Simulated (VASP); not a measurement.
Output of a VASP run:

### OUTCAR
```
 ion  position               nearest neighbor table
   1  0.500  0.000  0.001-  60 2.38   2 2.39  44 2.40  29 2.40
   2  0.629  0.124  0.125-  17 2.35   5 2.37   3 2.37   1 2.39
   3  0.752  0.248  0.996-  25 2.36   4 2.37   2 2.37  46 2.37
   4  0.876  0.372  0.123-  18 2.34   3 2.37  30 2.37  26 2.37
   5  0.752  0.996  0.248-  14 2.36   6 2.37   2 2.37  35 2.37
   6  0.876  0.123  0.372-  22 2.34   5 2.37  30 2.37  36 2.37
   7  0.001  1.000  1.000-  62 2.36  14 2.38  25 2.38   8 2.38
   8  0.129  0.124  0.125-  15 2.37   9 2.37  30 2.37   7 2.38
   9  0.254  0.250  0.001-  44 2.37   8 2.37  56 2.39  10 2.42
  10  0.382  0.375  0.131-  11 2.36  32 2.37  17 2.39   9 2.42
  11  0.500  0.501  0.000-  10 2.36  12 2.37  46 2.38  58 2.38
  12  0.626  0.623  0.128-  18 2.36  11 2.37  34 2.37  13 2.38
  13  0.750  0.747  0.999-  48 2.37  14 2.37  60 2.38  12 2.38
  14  0.877  0.871  0.123-   5 2.36  49 2.37  13 2.37   7 2.38
  15  0.254  0.001  0.251-  29 2.37   8 2.37  50 2.39  16 2.42
  16  0.382  0.131  0.375-  20 2.36  38 2.37  17 2.38  15 2.42
  17  0.515  0.253  0.253-   2 2.35  16 2.38  10 2.39
  18  0.746  0.490  0.247-   4 2.34  12 2.36  19 2.39
  19  0.868  0.619  0.374-  51 2.37  41 2.37  18 2.39  49 2.41
  20  0.500  0.000  0.501-  16 2.36  21 2.37  35 2.38  54 2.38
  21  0.626  0.127  0.623-  22 2.36  20 2.37  45 2.37  24 2.38
  22  0.746  0.247  0.489-   6 2.34  21 2.36  23 2.39
  23  0.868  0.373  0.619-  51 2.37  47 2.37  22 2.39  55 2.41
  24  0.750  0.999  0.747-  42 2.37  25 2.37  60 2.37  21 2.38
  25  0.877  0.123  0.871-   3 2.36  55 2.37  24 2.37   7 2.38
  26  0.001  0.500  1.000-  56 2.37   4 2.37  48 2.41  27 2.41
  27  0.130  0.622  0.130-  49 2.37  28 2.37  26 2.41  32 2.41
  28  0.250  0.750  0.002-  58 2.36  27 2.37  29 2.38  62 2.38
  29  0.378  0.871  0.130-  15 2.37  28 2.38   1 2.40  34 2.41
  30  0.002  0.249  0.249-   8 2.37  31 2.37   6 2.37   4 2.37
  31  0.126  0.375  0.375-  38 2.36  32 2.36  30 2.37  51 2.38
  32  0.259  0.499  0.260-  31 2.36  10 2.37  27 2.41  33 2.44
  33  0.387  0.613  0.402-  63 1.89  53 2.37  32 2.44  34 2.44
  34  0.500  0.741  0.259-  35 2.36  12 2.37  29 2.41  33 2.44
  35  0.625  0.874  0.375-  41 2.36  34 2.36   5 2.37  20 2.38
  36  0.000  1.000  0.500-  50 2.37   6 2.37  42 2.41  37 2.41
  37  0.129  0.130  0.622-  55 2.37  43 2.37  36 2.41  38 2.41
  38  0.259  0.259  0.500-  31 2.36  16 2.37  37 2.41  39 2.44
  39  0.387  0.402  0.613-  63 1.89  57 2.37  38 2.44  45 2.44
  40  0.598  0.614  0.614-  63 1.89  59 2.37  47 2.44  41 2.44
  41  0.741  0.741  0.499-  35 2.36  19 2.37  42 2.41  40 2.44
  42  0.871  0.870  0.622-  24 2.37  61 2.37  36 2.41  41 2.41
  43  0.250  0.002  0.750-  54 2.36  37 2.37  44 2.38  62 2.38
  44  0.378  0.129  0.871-   9 2.37  43 2.38   1 2.40  45 2.41
  45  0.501  0.259  0.741-  46 2.36  21 2.37  44 2.41  39 2.44
  46  0.625  0.375  0.874-  45 2.36  47 2.36   3 2.37  11 2.38
  47  0.741  0.499  0.741-  46 2.36  23 2.37  48 2.41  40 2.44
  48  0.871  0.622  0.870-  13 2.37  61 2.37  26 2.41  47 2.41
  49  1.000  0.746  0.251-  27 2.37  14 2.37  50 2.40  19 2.41
  50  0.126  0.875  0.375-  36 2.37  53 2.38  15 2.39  49 2.40
  51  0.997  0.499  0.499-  23 2.37  19 2.37  31 2.38  52 2.39
  52  0.123  0.625  0.625-  61 2.36  57 2.37  53 2.37  51 2.39
  53  0.250  0.749  0.501-  33 2.37  52 2.37  54 2.37  50 2.38
  54  0.373  0.875  0.626-  43 2.36  59 2.36  53 2.37  20 2.38
  55  1.000  0.250  0.746-  37 2.37  25 2.37  56 2.40  23 2.41
  56  0.126  0.375  0.875-  26 2.37  57 2.38   9 2.39  55 2.40
  57  0.250  0.501  0.749-  39 2.37  52 2.37  58 2.37  56 2.38
  58  0.373  0.626  0.876-  28 2.36  59 2.37  57 2.37  11 2.38
  59  0.498  0.750  0.750-  54 2.36  58 2.37  40 2.37  60 2.39
  60  0.625  0.875  0.875-  24 2.37  13 2.38   1 2.38  59 2.39
  61  0.998  0.749  0.750-  52 2.36  48 2.37  42 2.37  62 2.39
  62  0.125  0.875  0.875-   7 2.36  43 2.38  28 2.38  61 2.39
  63  0.464  0.537  0.537-  33 1.89  39 1.89  40 1.89
 Subroutine IBZKPT returns following result:
 Found      1 irreducible k-points:

 Following reciprocal coordinates:
            Coordinates               Weight
  0.000000  0.000000  0.000000      1.000000
   k-points           NKPTS =      1   k-points in BZ     NKDIM =      1   number of bands    NBANDS=    160
   number of dos      NEDOS =    301   number of ions     NIONS =     63
   total plane-waves  NPLWV = 157464
   dimension x,y,z NGX =    54 NGY =   54 NGZ =   54
   dimension x,y,z NGXF=   108 NGYF=  108 NGZF=  108
   ions per type =              62   1
   PREC   = normal    normal or accurate (medium, high low for compatibility)
   ISTART =      1    job   : 0-new  1-cont  2-samecut
   ICHARG =      0    charge: 1-file 2-atom 10-const
   ISPIN  =      2    spin polarized calculation?
...
```

**OSZICAR**
```
       N       E                     dE             d eps       ncg     rms          rms(c)
DAV:   1    -0.329323924278E+03   -0.32932E+03   -0.29562E-06   576   0.372E-03    0.132E-03
RMM:   2    -0.329323924217E+03    0.60780E-07   -0.66224E-07   381   0.171E-03    0.610E-04
RMM:   3    -0.329323924213E+03    0.41873E-08   -0.22050E-07   356   0.891E-04    0.376E-04
RMM:   4    -0.329323924216E+03   -0.38235E-08   -0.46009E-08   165   0.561E-04
   1 F= -.32932392E+03 E0= -.32932256E+03  d E =-.273714E-02  mag=     1.0000
```

OUTCAR:
```
------------------------ aborting loop because EDIFF is reached ----------------------------------------
  FORCE on cell =-STRESS in cart. coord.  units (eV):
  Direction    XX          YY          ZZ          XY          YZ          ZX
  --------------------------------------------------------------------------------------
  Total       -0.6772312      2.8245376      2.6864812     -7.6376494      4.1935607     -7.7824637
  in kB       -0.8293618      3.4590306      3.2899618     -9.3533410      5.1355857     -9.5306857
  external PRESSURE =       1.9732102 kB  Pullay stress =       0.0000000 kB
  volume of cell :     1308.29
      direct lattice vectors                 reciprocal lattice vectors
    10.937074700  0.000000000  0.000000000     0.091432127  0.000000000  0.000000000
     0.000000000 10.937074700  0.000000000     0.000000000  0.091432127  0.000000000
     0.000000000  0.000000000 10.937074700     0.000000000  0.000000000  0.091432127
 POSITION                                       TOTAL-FORCE (eV/Angst)
 -----------------------------------------------------------------------------------
      5.46359      0.00524      0.00593        -0.004467     -0.006366     -0.006179
      6.88340      1.36014      1.36180         0.000128      0.004560      0.002816
      8.22835      2.71497     10.89179        -0.000131      0.002387     -0.003862
      9.58095      4.07288      1.34789        -0.001739     -0.002238     -0.002282
      8.22821     10.88950      2.71602        -0.001455     -0.006953     -0.000369
      9.58036      1.34676      4.07300        -0.007119     -0.003638      0.001511
      0.01069     10.93238     10.93358        -0.009289      0.010607      0.007803
      1.40866      1.36072      1.36185        -0.003788      0.002492      0.002711
      2.77877      2.73918      0.00902        -0.012010     -0.009937      0.002146
      4.17811      4.10592      1.43410         0.011777     -0.010756      0.009528
      5.46835      5.47726      0.00515        -0.000337     -0.002145     -0.003302
      6.84575      6.81294      1.39469         0.003367     -0.003391      0.002912
      8.20147      8.17295     10.92204         0.015846      0.019487     -0.002391
      9.59086      9.52335      1.34907        -0.008036     -0.007193      0.000722
      2.77803      0.00683      2.73998        -0.014465      0.008437     -0.009782
      4.17688      1.43175      4.10655         0.011359      0.002632     -0.005560
      5.63058      2.76485      2.76889         0.019147      0.015324      0.011746
      8.16168      5.35561      2.70255        -0.004054     -0.000730     -0.007346
      9.49787      6.76945      4.08502         0.001073     -0.003762     -0.009989
      5.46814      0.00303      5.47850        -0.003702     -0.001806     -0.002780
      6.84539      1.39403      6.81287         0.000126      0.001586     -0.002826
      8.15858      2.70162      5.35350        -0.003870     -0.007519     -0.003665
      9.49611      4.08448      6.76851        -0.005875     -0.005964     -0.004883
      8.20185     10.92181      8.17373         0.013192     -0.000190      0.018070
      9.59081      1.34847      9.52476        -0.006027     -0.001200     -0.005997
      0.00585      5.46766     10.93317         0.007555      0.004955     -0.007668
      1.41655      6.79990      1.41844        -0.001854      0.006802     -0.004350
      2.73228      8.19833      0.02509        -0.001837      0.002269     -0.006621
      4.13174      9.52387      1.41691        -0.002982      0.003940     -0.002248
      0.02577      2.72039      2.72151         0.006715      0.003137     -0.000050
      1.37407      4.09899      4.10064        -0.002280     -0.003793     -0.006513
      2.83502      5.46290      2.83913        -0.000459     -0.001715     -0.000055
      4.23665      6.70620      4.40109        -0.000300      0.000381     -0.007654
      5.47397      8.10842      2.83118        -0.003798      0.002508      0.003058
      6.83468      9.56117      4.10322         0.007782      0.007914     -0.005630
      0.00504     10.93234      5.46913         0.008083     -0.009647      0.002430
      1.41607      1.41728      6.80116        -0.001527     -0.004569      0.006597
      2.83515      2.83759      5.46405        -0.003306     -0.001644     -0.002316
      4.23649      4.39956      6.70692         0.008801      0.005341     -0.005056
      6.53643      6.71246      6.71343        -0.006425     -0.006635     -0.008584
      8.10122      8.10103      5.46099        -0.002700      0.004184      0.004231
      9.52451      9.51727      6.80038         0.004029     -0.001032      0.003317
      2.73194      0.02363      8.19993        -0.001540     -0.003017     -0.001850
      4.13146      1.41595      9.52473        -0.002352      0.001548      0.004948
      5.47420      2.83055      8.10922        -0.004933     -0.000309      0.006378
      6.83453      4.10171      9.56368         0.006384     -0.008182      0.003158
      8.10007      5.46021      8.10251         0.002682     -0.003889      0.002291
      9.52451      6.79881      9.51812         0.004879      0.003194      0.000823
     10.93427      8.15727      2.74055        -0.003591      0.011639     -0.008296
      1.37669      9.56636      4.10276        -0.000331      0.000725      0.005461
     10.90919      5.45667      5.45745         0.003788     -0.001476      0.000776
      1.34617      6.83954      6.84111        -0.000717      0.000702     -0.002451
      2.73706      8.18676      5.47748        -0.009923     -0.000518     -0.005963
      4.07928      9.57480      6.84905         0.001998      0.002556      0.000544
     10.93303      2.73964      8.15753         0.001691     -0.007063      0.012575
      1.37710      4.10180      9.56672        -0.001653      0.005479      0.001099
...
```
(Selected blocks of OUTCAR.)

**POSCAR**
```
CSi62
1
   10.9370747000     0.0000000000     0.0000000000
    0.0000000000    10.9370747000     0.0000000000
    0.0000000000     0.0000000000    10.9370747000
Si C
62 1
Direct
  0.4995478220   0.0004795214   0.0005418963
  0.6293639966   0.1243606031   0.1245123031
  0.7523358668   0.2482351383   0.9958597949
  0.8760063319   0.3723918758   0.1232408585
  0.7523224036   0.9956499614   0.2483315709
  0.8759526488   0.1231366906   0.3724028737
  0.0009775615   0.9995705378   0.9996808609
  0.1287963915   0.1244138089   0.1245170238
  0.2540686829   0.2504492161   0.0008243397
  0.3820132657   0.3754129026   0.1311229389
  0.4999832494   0.5007973406   0.0004706799
  0.6259213010   0.6229211833   0.1275195918
  0.7498776323   0.7472703093   0.9986248993
  0.8769125682   0.8707404611   0.1233483892
  0.2540012905   0.0006241187   0.2505223020
  0.3819011543   0.1309076687   0.3754710040
  0.5148155652   0.2527961189   0.2531655709
  0.7462401186   0.4896743580   0.2470999426
  0.8684104859   0.6189450013   0.3735017792
  0.4999636106   0.0002768348   0.5009106426
  0.6258886668   0.1274592766   0.6229150576
  0.7459566737   0.2470146012   0.4894822271
  0.8682493120   0.3734530584   0.6188594325
  0.7499124679   0.9986045137   0.7473416828
  0.8769083954   0.1232932405   0.8708694794
  0.0005348184   0.4999201172   0.9996425530
  0.1295182734   0.6217296337   0.1296909359
  0.2498178588   0.7495904977   0.0022937454
  0.3777734406   0.8707872850   0.1295515160
  0.0023561340   0.2487307513   0.2488335720
  0.1256340135   0.3747792132   0.3749306232
  0.2592118961   0.4994845801   0.2595874074
  0.3873662539   0.6131618939   0.4024009588
  0.5004971208   0.7413701032   0.2588605327
  0.6249090358   0.8741980328   0.3751657351
  0.0004604899   0.9995672988   0.5000546158
  0.1294743151   0.1295847745   0.6218448258
  0.2592241517   0.2594471492   0.4995898615
  0.3873512430   0.4022613141   0.6132278593
  0.5976401445   0.6137341884   0.6138227927
  0.7407116538   0.7406948450   0.4993103396
  0.8708465564   0.8701840465   0.6217735514
  0.2497868409   0.0021606500   0.7497372121
  0.3777481317   0.1294632191   0.8708660888
  0.5005178084   0.2588032542   0.7414435427
  0.6248954277   0.3750285042   0.8744280587
  0.7406063185   0.4992383000   0.7408300719
  0.8708465758   0.6216300416   0.8702617530
  0.9997432903   0.7458363576   0.2505739441
  0.1258738863   0.8746725203   0.3751241208
  0.9974506829   0.4989148528   0.4989858181
  0.1230833636   0.6253541282   0.6254976171
  0.2502549273   0.7485331067   0.5008180002
  0.3729770699   0.8754441333   0.6262228034
  0.9996298436   0.2504908022   0.7458599502
  0.1259112444   0.3750361381   0.8747056193
  0.2502998148   0.5007135034   0.7485964624
  0.3729799367   0.6260656620   0.8755774274
  0.4981445534   0.7497275805   0.7498449381
  0.6251511792   0.8751627479   0.8751585177
  0.9977335456   0.7494061447   0.7495345602
  0.1249622259   0.8748853415   0.8750041147
  0.4638014704   0.5365769454   0.5366238118
```

**Question.** Write an INCAR and KPOINTS that could have produced this output.

**Answer.** One answer among several that fit: the input of the run itself, PBE GGA, plane waves, VASP's PBE PAW potentials (set 64).

### INCAR
```
ALGO = Fast
EDIFF = 1E-6
ENCUT = 400
GGA = PE
ISMEAR = 0
ISPIN = 2
ISYM = 0
LASPH = .True.
LCHARG = .False.
LHYPERFINE = .True.
LORBIT = 11
LREAL = Auto
LWAVE = .True.
MAGMOM = 63*0.0159
NELECT = 253.0
NELM = 100
NELMIN = 4
NUPDOWN = 1
PREC = Normal
SIGMA = 0.05
SYSTEM = CSi62
```

### KPOINTS
```
Automatic mesh
0
Gamma
1 1 1
0 0 0
```

POTCAR, in this order: Si C (PBE.64 set). Program: vasp_gam. Read from the step before: WAVECAR.

At this cut-off the stress carries a Pulay error, which pulls relaxed volumes low. The cell is charged, with a uniform compensating background.  The supercell is sampled at Γ alone, which is coarse: total energies, pressure and levels can be off, energies of defects by several tenths of an eV.

The cell is a supercell with a defect, built from Si (diamond): C_Si-vac_Si, charge -1.
